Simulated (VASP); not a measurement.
Input:

```
CELL_PARAMETERS angstrom
      0.00000     2.17476     2.17476
      2.17476     0.00000     2.17476
      2.17476     2.17476     0.00000
ATOMIC_POSITIONS crystal
  Rh 0.00000 0.00000 0.00000
  B  0.50000 0.50000 0.50000
```

All values below come from PBEsol GGA, VASP's PBE PAW potentials (set 64) (plane waves; VASP). Numerical set-up: 520 eV cut-off, Gaussian smearing of 0.050 eV, potentials Rh_pv B.

Question: Predict the band gap (along the path) with the smallest direct gap where there is one.

Answer: 
```json
{
 "band gap (along the path)": "none (metal, semimetal or under 0.01 eV)"
}
```

The structure was generated: RhB was put into the rock salt type (Fm-3m), which need not be its known phase. It was relaxed first, which changed the volume by -29 %.
